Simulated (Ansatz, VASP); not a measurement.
# Ti2S2N (Ti2NS2 MXene monolayer): VASP beside Ansatz

Aim: how closely do two programs agree when they are given the same cell, functional and k mesh? The cell is taken from a series of runs on this material, whose earlier steps may have relaxed, scaled, displaced or heated it; both programs get it as it stands.

Main program and level: Ansatz 0.2.0; plane waves, with VASP 6.6.1 beside it; single point at PBE with D3(BJ).

## Step 1: The starting structure

The cell holds 5 atoms: 2 S, 2 Ti and 1 N. Its edges and angles: a = 3.145 Å, b = 3.145 Å, c = 23.421 Å, α = 90.0°, β = 90.0°, γ = 120.0°. Vacuum lies along c.

As a file:

```cif
data_structure
_symmetry_space_group_name_H-M 'P 1'
_symmetry_Int_Tables_number 1
_cell_length_a 3.1447
_cell_length_b 3.1447
_cell_length_c 23.4214
_cell_angle_alpha 90.000
_cell_angle_beta 90.000
_cell_angle_gamma 120.000
_cell_volume 200.59
loop_
_atom_site_label
_atom_site_type_symbol
_atom_site_fract_x
_atom_site_fract_y
_atom_site_fract_z
_atom_site_occupancy
S1 S 0.33333 0.66667 0.38426 1
S2 S 0.66667 0.33333 0.61574 1
Ti3 Ti 0.66667 0.33333 0.45029 1
Ti4 Ti 0.33333 0.66667 0.54971 1
N5 N 0.00000 0.00000 0.50000 1
```

## Step 2: VASP: single point, PBE with D3(BJ)

A single point gives forces, pressure and levels at one fixed geometry, so differences don't come from the geometry; what else differs is listed under the comparison.

Lines of VASP's logs that name or quote its potential files are left out, and so is its time.

INCAR

```
SYSTEM = Ti2S2N
PREC = Accurate
ENCUT = 520
EDIFF = 1E-06
NELM = 120
ISMEAR = -1
SIGMA = 0.02585
LREAL = .FALSE.
ALGO = Normal
GGA = PE
IVDW = 12
NBANDS = 26
LASPH = .TRUE.
LORBIT = 11
LWAVE = .FALSE.
LCHARG = .FALSE.
ISIF = 2
LDIPOL = .TRUE.
IDIPOL = 3
DIPOL = 0.5 0.5 0.5
LVHAR = .TRUE.
GGA_COMPAT = .FALSE.
NELMDL = -8
KPAR = 2
```

POSCAR

```
Ti2S2N
1.0
    3.1447140210      0.0000000000      0.0000000000
   -1.5723570105      2.7234022298      0.0000000000
    0.0000000000      0.0000000000     23.4214297329
S Ti N
2 2 1
Direct
    0.3333333333      0.6666666667      0.3842634759
    0.6666666667      0.3333333333      0.6157365241
    0.6666666667      0.3333333333      0.4502857287
    0.3333333333      0.6666666667      0.5497142713
    0.0000000000      0.0000000000      0.5000000000
```

KPOINTS

```
Automatic mesh
0
Gamma
18 18 1
0 0 0
```

The projector-augmented-wave data sets are S, Ti_sv and N (PBE family, release 64).

Launch:

```sh
$ mpirun -np 2 vasp_std
```

Numbers of over 12 decimals in the logs are rounded to 6 here.

The program printed:

```text
[banner, memory and clock lines left out]
running    2 mpi-ranks, on    1 nodes
 distrk:  each k-point on    1 cores,    2 groups
 distr:  one band on    1 cores,    1 groups

 POSCAR found type information on POSCAR S TiN
 POSCAR found :  3 types and       5 ions
 LDA part: xc-table for (Slater+PW92), standard interpolation
 POSCAR, INCAR and KPOINTS ok, starting setup
 FFT: planning ... GRIDC
 FFT: planning ... GRID_SOFT
 FFT: planning ... GRID
 WAVECAR not read
 entering main loop
       N       E                     dE             d eps       ncg     rms          rms(c)
DAV:   1     0.455357729399E+03    0.45536E+03   -0.20494E+04  2212   0.142E+03
DAV:   2     0.232691755164E+02   -0.43209E+03   -0.42391E+03  2230   0.412E+02
DAV:   3    -0.412726516514E+02   -0.64542E+02   -0.63569E+02  3252   0.146E+02
DAV:   4    -0.469807947910E+02   -0.57081E+01   -0.57000E+01  3080   0.370E+01
DAV:   5    -0.474521019882E+02   -0.47131E+00   -0.47126E+00  2832   0.881E+00
DAV:   6    -0.474643857456E+02   -0.12284E-01   -0.12284E-01  2968   0.184E+00
DAV:   7    -0.474650725603E+02   -0.68681E-03   -0.68681E-03  2864   0.293E-01
DAV:   8    -0.474650799242E+02   -0.73639E-05   -0.73639E-05  2960   0.435E-02    0.235E+01
DAV:   9    -0.407529463514E+02    0.67121E+01   -0.72145E+01  2564   0.644E+01    0.122E+01
DAV:  10    -0.398165446427E+02    0.93640E+00   -0.26155E+01  2582   0.350E+01    0.737E+00
DAV:  11    -0.393568292502E+02    0.45972E+00   -0.49365E+00  2602   0.152E+01    0.388E+00
DAV:  12    -0.393824193969E+02   -0.25590E-01   -0.45056E-01  2860   0.441E+00    0.220E+00
DAV:  13    -0.393204222582E+02    0.61997E-01   -0.54753E-01  2632   0.501E+00    0.818E-01
DAV:  14    -0.393202571442E+02    0.16511E-03   -0.18934E-02  2650   0.123E+00    0.576E-01
[...]
DAV:  22    -0.393179548352E+02   -0.52323E-04   -0.11525E-05  2352   0.216E-02    0.401E-03
DAV:  23    -0.393179747615E+02   -0.19926E-04   -0.75970E-07  1400   0.573E-03    0.377E-03
DAV:  24    -0.393179864596E+02   -0.11698E-04   -0.13572E-06  1540   0.680E-03    0.140E-03
DAV:  25    -0.393179880456E+02   -0.15860E-05   -0.19030E-07  1166   0.271E-03    0.787E-04
DAV:  26    -0.393179899061E+02   -0.18605E-05   -0.14263E-07  1046   0.241E-03    0.839E-04
DAV:  27    -0.393179921880E+02   -0.22819E-05   -0.17604E-07  1156   0.237E-03    0.629E-04
DAV:  28    -0.393179932309E+02   -0.10429E-05   -0.47588E-08  1006   0.118E-03    0.325E-04
DAV:  29    -0.393179939985E+02   -0.76761E-06   -0.32109E-08  1034   0.101E-03
   1 F= -.41096663E+02 E0= -.41094487E+02  d E =-.435218E-02
```

Parts of OUTCAR (step 2):

```text
ion  position               nearest neighbor table
   1  0.333  0.667  0.384-   3 2.38   3 2.38   3 2.38
   2  0.667  0.333  0.616-   4 2.38   4 2.38   4 2.38
   3  0.667  0.333  0.450-   5 2.16   5 2.16   5 2.16   1 2.38   1 2.38   1 2.38
   4  0.333  0.667  0.550-   5 2.16   5 2.16   5 2.16   2 2.38   2 2.38   2 2.38
   5  0.000  0.000  0.500-   3 2.16   4 2.16   4 2.16   3 2.16   3 2.16   4 2.16

  LATTYP: Found a hexagonal cell.
 ALAT       =     3.1447140210
 C/A-ratio  =     7.4478727085

 Subroutine GETGRP returns: Found 12 space group operations
 (whereof 12 operations were pure point group operations)

The static configuration has the point symmetry D_3d.

 Found     37 irreducible k-points:

   k-points           NKPTS =     37   k-points in BZ     NKDIM =     37   number of bands    NBANDS=     26

   dimension x,y,z NGX =    24 NGY =   24 NGZ =  180
   dimension x,y,z NGXF=    48 NGYF=   48 NGZF=  360

   ENCUT  =  520.0 eV  38.22 Ry    6.18 a.u.   5.85  5.85 43.55*2*pi/ulx,y,z

   NELECT =      41.0000    total number of electrons

 k-points in reciprocal lattice and weights: Automatic mesh
   0.00000000  0.00000000  0.00000000       0.003
   0.05555556 -0.00000000  0.00000000       0.019
   0.11111111 -0.00000000  0.00000000       0.019
   0.16666667 -0.00000000  0.00000000       0.019
   0.22222222 -0.00000000  0.00000000       0.019
   0.27777778  0.00000000  0.00000000       0.019
   0.33333333 -0.00000000  0.00000000       0.019
   0.38888889 -0.00000000  0.00000000       0.019
   0.44444444 -0.00000000  0.00000000       0.019
[...]
0.33333333  0.27777778  0.00000000       0.037
   0.33333333  0.33333333  0.00000000       0.006

 dipolmoment           0.000000      0.000000     -0.000000 electrons x Angstroem

 average (electrostatic) potential at core
       1 -92.1178       2 -92.1178       3 -82.3259       4 -82.3259       5 -70.3376

 E-fermi :  -0.9992

 k-point     1 :       0.0000    0.0000    0.0000
  band No.  band energies     occupation
    ...
     14      -5.3842      2.00000
     15      -4.5988      2.00000
     16      -2.8624      2.00000
     17      -2.1049      2.00000
     18      -2.1049      2.00000
     19      -0.7812      0.00043
     20      -0.7812      0.00043
     21      -0.6558      0.00000
     22      -0.6558      0.00000
     23      -0.4600      0.00000
    ...

 k-point     2 :       0.0556   -0.0000    0.0000
  band No.  band energies     occupation
    ...
     16      -3.0544      2.00000
     17      -2.1069      2.00000
     18      -2.0650      2.00000
     19      -1.2572      1.99991
     20      -1.1267      1.98565
     21      -0.6218      0.00000
     22      -0.3295      0.00000
     23      -0.2331      0.00000
     24       0.5547      0.00000
     25       0.6003      0.00000
    ...

 k-point     3 :       0.1111   -0.0000    0.0000
  band No.  band energies     occupation
    ...
     16      -3.4662      2.00000
     17      -2.1293      2.00000
     18      -2.1130      2.00000
     19      -1.9296      2.00000
     20      -1.4735      2.00000
     21      -0.7898      0.00061
     22      -0.0731      0.00000
     23       0.0304      0.00000
     24       0.5477      0.00000
     25       0.7539      0.00000
    ...

 Edisp (eV)   -1.77867

  Total       0.02424     0.02424    -0.03803     0.00000    -0.00000     0.00000
  in kB       0.19358     0.19358    -0.30376     0.00000    -0.00000     0.00000
  external pressure =        0.03 kB  Pullay stress =        0.00 kB

  energy-cutoff  :      520.00
  volume of cell :      200.59
      direct lattice vectors                 reciprocal lattice vectors
     3.144714021  0.000000000  0.000000000     0.317993939  0.183593887  0.000000000
    -1.572357010  2.723402230  0.000000000     0.000000000  0.367187773  0.000000000
     0.000000000  0.000000000 23.421429733     0.000000000  0.000000000  0.042695942

 POSITION                                       TOTAL-FORCE (eV/Angst)
 -----------------------------------------------------------------------------------
     -0.00000      1.81560      9.00000        -0.000000      0.000000      0.016499
      1.57236      0.90780     14.42143        -0.000000      0.000000     -0.016499
      1.57236      0.90780     10.54634        -0.000000     -0.000000     -0.042395
     -0.00000      1.81560     12.87509         0.000000      0.000000      0.042395
      0.00000      0.00000     11.71071         0.000000      0.000000      0.000000
 -----------------------------------------------------------------------------------
    total drift:                               -0.000000      0.000000      0.000000

  FREE ENERGIE OF THE ION-ELECTRON SYSTEM (eV)
  ---------------------------------------------------
  free  energy   TOTEN  =       -41.0966627897 eV

  energy  without entropy=      -41.0923106093  energy(sigma->0) =      -41.09448670

 vacuum level on the upper side and lower side of the slab         4.757         4.757

 total charge
# of ion       s       p       d       tot
------------------------------------------
    1        1.366   2.369   0.000   3.735
    2        1.366   2.369   0.000   3.735
    3        2.190   6.214   1.928  10.331
    4        2.190   6.214   1.928  10.331
    5        1.251   2.454   0.000   3.705
--------------------------------------------------
tot          8.362  19.620   3.855  31.837

[... 3 further parts left out ...]
```

This run has no spin polarisation, so a moment on Ti, if there is one, isn't seen. Its electron count is odd, so without a moment it is a metal by construction.

## Step 3: Ansatz: single point, PBE with D3(BJ)

Ansatz runs on its PAW soft_1 files.

The same cell, functional, mesh and smearing now go to Ansatz, which takes its cutoff from its data sets.

input.yaml

```yaml
crystal:
  lattice:
    - [3.144714021, 0.0, 0.0]
    - [-1.5723570105, 2.7234022298, 0.0]
    - [0.0, 0.0, 23.4214297329]
  atoms:
    - { symbol: S, position: [0.3333333333, 0.6666666667, 0.3842634759] }
    - { symbol: Ti, position: [0.6666666667, 0.3333333333, 0.4502857287] }
    - { symbol: "N", position: [0.0, 0.0, 0.5] }
    - { symbol: Ti, position: [0.3333333333, 0.6666666667, 0.5497142713] }
    - { symbol: S, position: [0.6666666667, 0.3333333333, 0.6157365241] }
kpoints:
  mp_grid: { grid: [18, 18, 1] }
  band_path:
    path: [[0, 0, 0], [0.5, 0, 0], [0.33333333, 0.33333333, 0], [0, 0, 0]]
    npoints: 16
hamiltonian:
  xc: pbe
  dispersion: d3bj
  pseudopotentials: { kind: paw, azcp: { folder: soft_1 } }
scf:
  occupations: { method: fermi_dirac, width: 0.02585 }
  convergence: { dr2_threshold: 1.0e-10 }
efield:
  axis: 3
  dipole_correction: true
  ramp_position: 0.97
  ramp_width: 0.06
  amplitude: 0
output:
  dos: { projected: true, e_range: [-6, 5] }
  write_potential: true
  write_density: true
  volumetric_format: npy
  elf: true
```

Launch:

```sh
$ ansatz run input.yaml --threads 2 --pin off --max-ram 3072MiB --backend cpu --events-out ev --progress --plain --runs-dir out
```

The program printed:

```text
Engine: ansatz 0.2.0, aarch64-unknown-linux-gnu
Pseudopotentials: kind: paw
Pseudopotential: S, paw, valence charge 6, recommended cutoff 420 eV (normal), soft_1/S.paw.azcp
Pseudopotential: Ti, paw, valence charge 12, recommended cutoff 420 eV (normal), soft_1/Ti.paw.azcp
Pseudopotential: N, paw, valence charge 5, recommended cutoff 420 eV (normal), soft_1/N.paw.azcp
Functional definition: PBE
  parameter kappa = 0.804
  parameter beta = 0.066725
  exchange = pbe_x(kappa = kappa, mu = beta*pi^2/3)
  correlation = pbe_c(beta = beta)
Crystal: 5 atoms, lattice volume = 200.589 Å³
Basis set: ecut = 420 eV, 3883 PW (Γ)
Bands: 26, of which v1, the nominal top of the filled ones, is band 21 counted from 1 (20 counted from 0)
Symmetry: 6 space group operations
k-points: 37 of 324 (time reversal used)
Non-local potential: S, projectors of the file, l = 0: 2, l = 1: 2, l = 2: 1
Non-local potential: Ti, projectors of the file, l = 0: 3, l = 1: 2, l = 2: 3, l = 3: 1
Non-local potential: N, projectors of the file, l = 0: 2, l = 1: 2, l = 2: 1
PAW form: soft (Blöchl's): semilocal exchange-correlation on the pseudo side does not see the compensation charge
PAW one-centre angular grid: S, 110 points (default); XC on 64 Gauss nodes
PAW one-centre angular grid: Ti, 590 points (default); XC on 64 Gauss nodes
PAW one-centre angular grid: N, 110 points (default); XC on 64 Gauss nodes
Initial density: superposition of atomic densities (neutral atoms: chi_scale 0, normalization atom)
Initial wavefunctions: pseudopotential atomic-orbital guess
Functional: x = pbe(κ = 0.804, μ = 0.219515), c = pbe(β = 0.066725)
SCF iter   1: F=—  HF=-7199.422497 eV  |F-HF|=—  |Δ(HF+E_count)|=         —  Δρ=6.84e-2  dr2=1.32e1  ethr=3.10e-3  p=0.000 e·Å  D=7.15e-15 V/Å  ΔV_dip=-0.00 eV  dr2_dipole=5.86e-10  V_vac-E_F(+/−)=7.87/7.87 eV  ⟨swp⟩=9.3  Hψ=5905  notcnv=0
efield: sawtooth ramp at fractional position 0.9700 (set: `efield.ramp_position`, or a place that a band, a saddle search or an elastic batch's reference lends), width 0.0600; the density the first Hamiltonian is built on has a dipole p = 0.000 e·Å; the dipole correction subtracts the counter field D = 7.15e-15 V/Å, which shifts the + side's vacuum level by -0.00 eV against the − side's; the planar-averaged density in the ramp window peaks in size at 2.7e-7 e/Å³
preconditioner: auto → LDOS  [metal: Δε(μ)=0.056 eV  Ē_g=8.542 eV  σ=0.026 eV  W_gap=0.43  n_scr=14 (ndim 8)  ℏωp=13.1 eV  f_vac=0.614  D(μ)=2.16/eV (n_scr^D=10)  β→1.0]
SCF iter   2: F=—  HF=-7199.032267 eV  |F-HF|=—  |Δ(HF+E_count)|=   3.90e-1  Δρ=8.21e-2  dr2=1.44e1  ethr=3.10e-3  p=0.000 e·Å  D=4.05e-5 V/Å  ΔV_dip=-0.00 eV  dr2_dipole=1.53e-7  V_vac-E_F(+/−)=4.83/4.83 eV  ⟨swp⟩=5.2  Hψ=2998  notcnv=0  defer=32
SCF iter   3: F=—  HF=-7196.321690 eV  |F-HF|=—  |Δ(HF+E_count)|=    2.71e0  Δρ=9.19e-3  dr2=2.16e-1  ethr=3.10e-3  p=-0.000 e·Å  D=-1.46e-6 V/Å  ΔV_dip=0.00 eV  dr2_dipole=2.14e-10  V_vac-E_F(+/−)=5.78/5.78 eV  ⟨swp⟩=4.7  Hψ=2804  notcnv=0  defer=33
SCF iter   4: F=—  HF=-7196.297422 eV  |F-HF|=—  |Δ(HF+E_count)|=   2.43e-2  Δρ=3.26e-3  dr2=3.22e-2  ethr=5.28e-4  p=-0.000 e·Å  D=-2.30e-6 V/Å  ΔV_dip=0.00 eV  dr2_dipole=6.11e-11  V_vac-E_F(+/−)=5.91/5.91 eV  ⟨swp⟩=3.1  Hψ=1923  notcnv=0  defer=34
SCF iter   5: F=—  HF=-7196.294160 eV  |F-HF|=—  |Δ(HF+E_count)|=   3.26e-3  Δρ=1.24e-3  dr2=2.78e-3  ethr=7.86e-5  p=-0.000 e·Å  D=-6.71e-8 V/Å  ΔV_dip=0.00 eV  dr2_dipole=3.89e-12  V_vac-E_F(+/−)=5.74/5.74 eV  ⟨swp⟩=4.0  Hψ=2319  notcnv=0  defer=34
SCF iter   6: F=—  HF=-7196.293628 eV  |F-HF|=—  |Δ(HF+E_count)|=   5.32e-4  Δρ=3.14e-4  dr2=2.31e-4  ethr=6.78e-6  p=0.000 e·Å  D=1.58e-7 V/Å  ΔV_dip=-0.00 eV  dr2_dipole=8.52e-13  V_vac-E_F(+/−)=5.77/5.77 eV  ⟨swp⟩=2.7  Hψ=1943  notcnv=0  defer=34
SCF iter   7: F=—  HF=-7196.293675 eV  |F-HF|=—  |Δ(HF+E_count)|=   4.73e-5  Δρ=9.72e-5  dr2=2.47e-5  ethr=5.62e-7  p=-0.000 e·Å  D=-2.58e-7 V/Å  ΔV_dip=0.00 eV  dr2_dipole=1.20e-12  V_vac-E_F(+/−)=5.77/5.77 eV  ⟨swp⟩=2.6  Hψ=1747  notcnv=0  defer=34
SCF iter   8: F=—  HF=-7196.293671 eV  |F-HF|=—  |Δ(HF+E_count)|=   3.77e-6  Δρ=2.13e-5  dr2=1.13e-6  ethr=6.03e-8  p=0.000 e·Å  D=2.20e-8 V/Å  ΔV_dip=-0.00 eV  dr2_dipole=4.63e-15  V_vac-E_F(+/−)=5.77/5.77 eV  ⟨swp⟩=2.2  Hψ=1312  notcnv=0  defer=34
SCF iter   9: F=—  HF=-7196.293609 eV  |F-HF|=—  |Δ(HF+E_count)|=   6.27e-5  Δρ=2.69e-6  dr2=1.80e-8  ethr=2.76e-9  p=-0.000 e·Å  D=-7.24e-8 V/Å  ΔV_dip=0.00 eV  dr2_dipole=8.19e-14  V_vac-E_F(+/−)=5.77/5.77 eV  ⟨swp⟩=2.1  Hψ=1539  notcnv=0  defer=34
SCF iter  10: F=—  HF=-7196.293609 eV  |F-HF|=—  |Δ(HF+E_count)|=   9.65e-9  Δρ=5.24e-7  dr2=2.97e-10  ethr=4.38e-11  p=0.000 e·Å  D=9.20e-9 V/Å  ΔV_dip=-0.00 eV  dr2_dipole=4.94e-14  V_vac-E_F(+/−)=5.77/5.77 eV  ⟨swp⟩=3.0  Hψ=1873  notcnv=0  defer=34
SCF iter  11: F=-7196.293609 eV  HF=-7196.293609 eV  |F-HF|=4.37e-11  |Δ(HF+E_count)|=  3.93e-10  Δρ=1.46e-7  dr2=3.08e-11  ethr=1.00e-12  p=-0.000 e·Å  D=-4.20e-8 V/Å  ΔV_dip=0.00 eV  dr2_dipole=2.10e-14  V_vac-E_F(+/−)=5.77/5.77 eV  ⟨swp⟩=11.6  Hψ=3827  notcnv=0
SCF 1 converged in 11 iterations: F = -7196.293609 eV  dr2 = 3.08e-11
  greatest PAW one-centre occupation: 0.999 electrons in one spin orbital (limit 2), on the Ti atom at site 3 (counted from 0), in its partial waves of l = 0
NSCF: frozen V_eff on 49 k-points
efield: sawtooth ramp at fractional position 0.9700 (kept from the solve that this one continues, or follows in the run), width 0.0600; the density the first Hamiltonian is built on has a dipole p = -0.000 e·Å; the dipole correction subtracts the counter field D = -4.20e-8 V/Å, which shifts the + side's vacuum level by +0.00 eV against the − side's; the planar-averaged density in the ramp window peaks in size at 2.1e-7 e/Å³
WARN: The output density's exchange-correlation potential varies sharply where the density is thin. Do not read a vacuum level from v_tot or v_xc, or from such a field of the output density. On a cell that repeats whose density bears no net charge and no dipole along the vacuum's axis use v_es (v_loc + v_h of the components); under efield.dipole_correction with no amplitude use v_es + v_field, which holds any externa [...]
SCF converged after 11 iterations
Free energy (F): -7196.293609 eV
Harris-Foulkes:  -7196.293609 eV  (|F-HF|=4.37e-11)
Internal energy: -7196.289272 eV  (E = F + TS)
E sigma→0 (E₀):  -7196.291440 eV
Entropy (-TS):   -0.004337 eV (-0.867 meV/atom)
Fermi energy:    0.196213 eV
Dipole field:    D = 0.000000 V/Å  (p = 0.000000 e·Å, saw-weighted, corrected)
Work function:   Φ+ = 5.7731 eV   Φ− = 5.7731 eV
Levels:          The Fermi level and band energies are counted from a zero that moves with the ramp; work functions are not
--- Per-component energies (eV) ---
  E_band       = -765.588173
  E_kinetic    = 902.816558
  E_local      = -39814.308731  (includes V_loc(G=0)·N_el)
  E_nonlocal   = 223.550490
  E_hartree    = 19420.826576
  E_xc         = -472.361948
  E_vxc        = -535.517664  (∫ρ·V_xc dr)
  E_paw        = -3427.476530  (= ΣΔE_a)
  E_vpaw       = -383.782878  (= ΣTr[D̂ρ^β])
  E_aug_tail   = 0.000665  (compensation charges beyond the density's cutoff)
  E_efield     = 0.000000  (sawtooth field / dipole correction)
  E_vefield    = 0.000000  (∫n·V_field dr)
  E_ewald      = 15972.442493
  E_disp       = -1.778844  (pairwise vdW)
  E_smearing   = -0.004337  (= −TS)
  E_closure    = 0.000000  (closes the sum)
  Σ components = -7196.293609   (vs F -7196.293609, Δ=0.00e0)
--- Band table (eV; the first three rows and the last of 37) ---
  k-point 0: bands = [... 17 lower, -0.9145, 0.4128, 0.4128, 0.5388, 0.5388, 0.7370, 1.7663, 1.7663, ... 1 higher]
  k-point 1: bands = [... 17 lower, -0.8717, -0.0638, 0.0665, 0.5741, 0.8658, 0.9627, 1.7515, 1.7973, ... 1 higher]
  k-point 2: bands = [... 17 lower, -0.9162, -0.7358, -0.2813, 0.4059, 1.1229, 1.2266, 1.7446, 1.9517, ... 1 higher]
  k-point 36: bands = [... 17 lower, -3.2626, -2.4234, -2.4234, 1.4231, 1.4231, 1.5825, 2.5703, 2.5703, ... 1 higher]
```

## Step 4: Differences

Known differences besides the potentials themselves: the cutoff is 420 eV in Ansatz and 520 eV in VASP. Total energies have different zeros and are not compared.

Compared:

```csv
quantity,Ansatz,VASP,difference
"work function, lower of the two faces (eV)",5.77,5.76,+0.02
"work function, higher of the two faces (eV)",5.77,5.76,+0.02
```

With vacuum in the cell, a pressure given here is an average over mostly empty space and none of the material.

## Step 5: What came out

```json
{
 "difference in work function, higher of the two faces (single point, PBE with D3(BJ))": "0.017 eV"
}
```

What this shows: The difference in work function, higher of the two faces is 0.017 eV (single point, PBE with D3(BJ)). Such differences can come from data sets, numerical settings and the points named under the comparisons, not from the functional's error against experiment.

[Lines on the potential files, build, host, timing and source positions are cut from VASP's logs without a mark.]

[Logs are printed without paths, hosts, clocks, repeated set-up lines and the standing remarks that a program may print on its own settings, such as how far it seeks lower states.]

[Hosts, paths, dates, database ids (printed as entryN), source tags and the programs' standing remarks are cut or masked in the printed files.]
